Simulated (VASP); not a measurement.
Input:

```xyz
1
Lattice="0.0000 2.4750 2.4750 2.4750 0.0000 2.4750 2.4750 2.4750 0.0000" Properties=species:S:1:pos:R:3 pbc="T T T"
Pb     0.0000     0.0000     0.0000
```

Level of theory: revPBE GGA, VASP's PBE PAW potentials (set 64) (plane waves; VASP 6.6.1). Settings: 400 eV cut-off, 11×11×11 Γ-centred mesh, first-order Methfessel-Paxton smearing of 0.10 eV, potentials Pb_d.

Problem. Give the stress tensor in GPa (positive for a compressed cell).

Solution. 
```
3.37  0.00  0.00
0.00  3.37  0.00
0.00  0.00  3.37
```
The pressure is its mean diagonal, 3.37 GPa.

The compound is Pb in the fcc structure. The cell was not relaxed at this level. The run is one of a series of settings (GGA = RE against the base run), some of them coarse on purpose.
